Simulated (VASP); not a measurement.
Method: PBE GGA, VASP's PBE PAW potentials (set 64) (plane waves; VASP 6.6.1).

The input files of a VASP run:

**POSCAR**
```
Se
4.476990
  0.5000000003  -0.8660254008   0.0000000000
  0.5000000003   0.8660254008   0.0000000000
  0.0000000000   0.0000000000   1.1288984344
Se
3
direct
  0.0000000000   0.2215888583   0.6666670000
  0.7784111417   0.7784111417   0.0000000000
  0.2215888583   0.0000000000   0.3333330000
```

**KPOINTS**
```
Automatic mesh
0
gamma
5 5 4
0 0 0
```

### INCAR
```
! general
SYSTEM  = Se
PREC    = Accurate
ENCUT   = 530
LREAL   = F
LASPH   = T

! electronic loop
EDIFF   = 1E-7
NELM    = 100
ALGO    = Normal
LMAXMIX = 4

! smearing
ISMEAR  = 0
SIGMA   = 0.05

! functional
GGA     = PE

! ions
IBRION  = 6
NSW     = 1
ISIF    = 3
POTIM   = 0.015
NFREE   = 2

! output
LWAVE   = F
LCHARG  = F
```

POTCAR, in this order: Se (PBE.64 set). Program: vasp_std.

The run wrote:

File OUTCAR:
```
 ion  position               nearest neighbor table
   1  0.000  0.222  0.667-   2 2.41   3 2.41
   2  0.778  0.778  0.000-   1 2.41   3 2.41
   3  0.222  0.000  0.333-   2 2.41   1 2.41
  LATTYP: Found a hexagonal cell.
 ALAT       =     4.4769899891
 C/A-ratio  =     1.1288984371
 Subroutine PRICEL returns:
 Original cell was already a primitive cell.
 Subroutine GETGRP returns: Found  6 space group operations
The static configuration has the point symmetry C_2 .
 The point group associated with its full space group is D_3 .
The dynamic configuration has the point symmetry C_2 .
 Subroutine INISYM returns: Found  6 space group operations
 Subroutine IBZKPT returns following result:
 Found     17 irreducible k-points:

 Following reciprocal coordinates:
            Coordinates               Weight
  0.000000  0.000000  0.000000      1.000000
  0.200000  0.000000  0.000000      6.000000
  0.400000  0.000000  0.000000      6.000000
  0.200000  0.200000  0.000000      6.000000
  0.400000  0.200000  0.000000      6.000000
  0.000000  0.000000  0.250000      2.000000
  0.200000  0.000000  0.250000      6.000000
  0.000000  0.200000  0.250000      6.000000
  0.400000  0.000000  0.250000      6.000000
  0.000000  0.400000  0.250000      6.000000
  0.200000  0.200000  0.250000     12.000000
  0.400000  0.200000  0.250000     12.000000
  0.000000  0.000000  0.500000      1.000000
  0.200000  0.000000  0.500000      6.000000
  0.400000  0.000000  0.500000      6.000000
  0.200000  0.200000  0.500000      6.000000
  0.400000  0.200000  0.500000      6.000000
 Subroutine IBZKPT_HF returns following result:
   k-points           NKPTS =     17   k-points in BZ     NKDIM =     17   number of bands    NBANDS=     13
   number of dos      NEDOS =    301   number of ions     NIONS =      3
   total plane-waves  NPLWV =  51840
...
```

**OSZICAR**
```
       N       E                     dE             d eps       ncg     rms          rms(c)
DAV:   1     0.947617647271E+02    0.94762E+02   -0.73219E+03   442   0.116E+03
DAV:   2    -0.343849096784E+01   -0.98200E+02   -0.94284E+02   626   0.177E+02
DAV:   3    -0.105157973745E+02   -0.70773E+01   -0.70350E+01   517   0.556E+01
DAV:   4    -0.105926589740E+02   -0.76862E-01   -0.76754E-01   527   0.691E+00
DAV:   5    -0.105933396109E+02   -0.68064E-03   -0.68061E-03   537   0.641E-01    0.646E+00
DAV:   6    -0.105302961952E+02    0.63043E-01   -0.41397E-02   507   0.148E+00    0.399E+00
DAV:   7    -0.105092253844E+02    0.21071E-01   -0.80884E-02   487   0.206E+00    0.199E-01
DAV:   8    -0.105086038996E+02    0.62148E-03   -0.10093E-02   477   0.712E-01    0.100E-01
DAV:   9    -0.105087411941E+02   -0.13729E-03   -0.32387E-04   577   0.139E-01    0.295E-02
DAV:  10    -0.105087788352E+02   -0.37641E-04   -0.59419E-05   467   0.594E-02    0.837E-03
DAV:  11    -0.105087824990E+02   -0.36638E-05   -0.10669E-05   537   0.221E-02    0.383E-03
DAV:  12    -0.105087822168E+02    0.28216E-06   -0.22802E-06   492   0.109E-02    0.227E-03
DAV:  13    -0.105087821865E+02    0.30288E-07   -0.37516E-07   529   0.382E-03
   1 F= -.10508782E+02 E0= -.10508782E+02  d E =-.748428E-11
 Found     2 degrees of freedom:
 Adding 6 more for cell shape distortion
```

File OUTCAR:
```
------------------------ aborting loop because EDIFF is reached ----------------------------------------
  FORCE on cell =-STRESS in cart. coord.  units (eV):
  Direction    XX          YY          ZZ          XY          YZ          ZX
  --------------------------------------------------------------------------------------
  Total        0.0486235      0.0486235      0.0552314      0.0000000      0.0000000      0.0000000
  in kB        0.8879994      0.8879994      1.0086783      0.0000000      0.0000000      0.0000000
  external PRESSURE =       0.9282257 kB  Pullay stress =       0.0000000 kB
  volume of cell :       87.73
      direct lattice vectors                 reciprocal lattice vectors
     2.238495001 -3.877187059  0.000000000     0.223364359 -0.128959473  0.000000000
     2.238495001  3.877187059  0.000000000     0.223364359  0.128959473  0.000000000
     0.000000000  0.000000000  5.054067002     0.000000000  0.000000000  0.197860456
 POSITION                                       TOTAL-FORCE (eV/Angst)
 -----------------------------------------------------------------------------------
      0.49603      0.85914      3.36938         0.000441      0.000764      0.000000
      3.48494      0.00000      0.00000        -0.000883     -0.000000      0.000000
      0.49603     -0.85914      1.68469         0.000441     -0.000764      0.000000
 -----------------------------------------------------------------------------------
    total drift:                               -0.000194     -0.000448      0.000008
  FREE ENERGIE OF THE ION-ELECTRON SYSTEM (eV)
  ---------------------------------------------------
  free  energy   TOTEN  =       -10.5087821865 eV

  energy  without entropy=      -10.5087821865  energy(sigma->0) =      -10.50878219
```
(Selected blocks of OUTCAR.)

### stdout
```
...
 WAVECAR not read
 entering main loop
       N       E                     dE             d eps       ncg     rms          rms(c)
DAV:   1     0.947617647271E+02    0.94762E+02   -0.73219E+03   442   0.116E+03
DAV:   2    -0.343849096784E+01   -0.98200E+02   -0.94284E+02   626   0.177E+02
DAV:   3    -0.105157973745E+02   -0.70773E+01   -0.70350E+01   517   0.556E+01
DAV:   4    -0.105926589740E+02   -0.76862E-01   -0.76754E-01   527   0.691E+00
DAV:   5    -0.105933396109E+02   -0.68064E-03   -0.68061E-03   537   0.641E-01    0.646E+00
DAV:   6    -0.105302961952E+02    0.63043E-01   -0.41397E-02   507   0.148E+00    0.399E+00
DAV:   7    -0.105092253844E+02    0.21071E-01   -0.80884E-02   487   0.206E+00    0.199E-01
DAV:   8    -0.105086038996E+02    0.62148E-03   -0.10093E-02   477   0.712E-01    0.100E-01
DAV:   9    -0.105087411941E+02   -0.13729E-03   -0.32387E-04   577   0.139E-01    0.295E-02
DAV:  10    -0.105087788352E+02   -0.37641E-04   -0.59419E-05   467   0.594E-02    0.837E-03
DAV:  11    -0.105087824990E+02   -0.36638E-05   -0.10669E-05   537   0.221E-02    0.383E-03
DAV:  12    -0.105087822168E+02    0.28216E-06   -0.22802E-06   492   0.109E-02    0.227E-03
DAV:  13    -0.105087821865E+02    0.30288E-07   -0.37516E-07   529   0.382E-03
   1 F= -.10508782E+02 E0= -.10508782E+02  d E =-.748428E-11
 Found     2 degrees of freedom:
 Adding 6 more for cell shape distortion
 Finite differences POTIM= 0.01500 DOF=   8

 -----------------------------------------------------------------------------
|                                                                             |
|     EEEEEEE  RRRRRR   RRRRRR   OOOOOOO  RRRRRR      ###     ###     ###     |
|     E        R     R  R     R  O     O  R     R     ###     ###     ###     |
|     E        R     R  R     R  O     O  R     R     ###     ###     ###     |
|     EEEEE    RRRRRR   RRRRRR   O     O  RRRRRR       #       #       #      |
|     E        R   R    R   R    O     O  R   R                               |
|     E        R    R   R    R   O     O  R    R      ###     ###     ###     |
|     EEEEEEE  R     R  R     R  OOOOOOO  R     R     ###     ###     ###     |
|                                                                             |
|     RE_READ_KPOINTS: the new IBZ does not contain all k-points of the       |
|     original IBZ.                                                           |
|                                                                             |
|     ... try setting KBLOWUP=.FALSE.                                         |
|     ... as a last resort: switch off symmetry                               |
|                                                                             |
|       ---->  I REFUSE TO CONTINUE WITH THIS SICK JOB ... BYE!!! <----       |
|                                                                             |
 -----------------------------------------------------------------------------
```

VASP stops with an error: RE_READ_KPOINTS: the new IBZ does not contain all k-points of the original IBZ. ... try setting KBLOWUP=.FALSE. ... as a last resort: switch off symmetry ----> I REFUSE TO CONTINUE WITH THIS SICK JOB ... BYE!!! <----

Without a dispersion term in the relaxation, distances and binding between the weakly bound layers, chains or molecules are unreliable, and so is what depends on them.

The compound is Se in the trig structure. It was relaxed first, which changed the volume by +7 %.
